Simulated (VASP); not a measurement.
VASP runs on MgI$_{2}$ (space group P-3m1) share one base input (PBE GGA, plane waves, VASP's PBE PAW potentials (set 64)) and change the settings named in each case.

**KPOINTS**
```
Automatic mesh
0
Gamma
6 6 3
0 0 0
```

File POSCAR:
```
MgI2
4.150
  0.5000000000  -0.8660253012   0.0000000000
  0.5000000000   0.8660253012   0.0000000000
  0.0000000000   0.0000000000   1.6530120482
Mg I
1 2
Direct
  0.0000000000   0.0000000000   0.0000000000
  0.3333330000   0.6666670000   0.2420000000
  0.6666670000   0.3333330000   0.7580000000
```

**INCAR**
```
ALGO  =  Normal
EDIFF  =  1E-6
ENCUT  =  300
GGA  =  PE
ISIF  =  2
ISMEAR  =  -1
LASPH  =  T
LCHARG  =  F
LMAXMIX  =  4
LREAL  =  F
LWAVE  =  F
NELM  =  100
PREC  =  Accurate
SIGMA  =  0.05
SYSTEM  =  MgI2
```

POTCAR, in this order: Mg I (PBE.64 set). Program: vasp_std.

| change | E(σ→0) (eV/atom) | pressure (GPa) | largest force (eV/Å) |
|---|---|---|---|
| base run | -2.5643 | 1.31 | 0.052 |
| GGA removed, POTCAR Mg I (LDA.64 set) | -3.0235 | (withheld) | (withheld) |
| GGA_COMPAT = .FALSE., LNONCOLLINEAR = .TRUE., LSORBIT = .TRUE., MAGMOM = 0.0 0.0 0.0 0.0 0.0 0.0 0.0 0.0 0.0, program vasp_ncl | -2.6480 | (withheld) | 0.066 |
| KPOINTS 2×2×2 Γ-centred mesh | -2.2691 | 4.03 | 0.066 |

Q: Fill in the missing entries.

A: 
- GGA_COMPAT = .FALSE., LNONCOLLINEAR = .TRUE., LSORBIT = .TRUE., MAGMOM = 0.0 0.0 0.0 0.0 0.0 0.0 0.0 0.0 0.0, program vasp_ncl, pressure (GPa): 1.39
- GGA removed, POTCAR Mg I (LDA.64 set), pressure (GPa): -1.41
- GGA removed, POTCAR Mg I (LDA.64 set), largest force (eV/Å): 0.117

Energies of different potentials or functionals have different zeros. Unless said otherwise, spin-orbit coupling is left out, though it shifts the bands of the heavy elements here.

Left out are runs that ran out of time, are held back, or changed the cell or the kind of run, fixed moments of cells without a moment, rows past the twelfth, gaps on odd meshes, pressures of charged cells and columns that move by less than the noise.

The structure is a typed MgI2 crystal (P-3m1). The cell was not relaxed at this level, forces remain on its atoms.
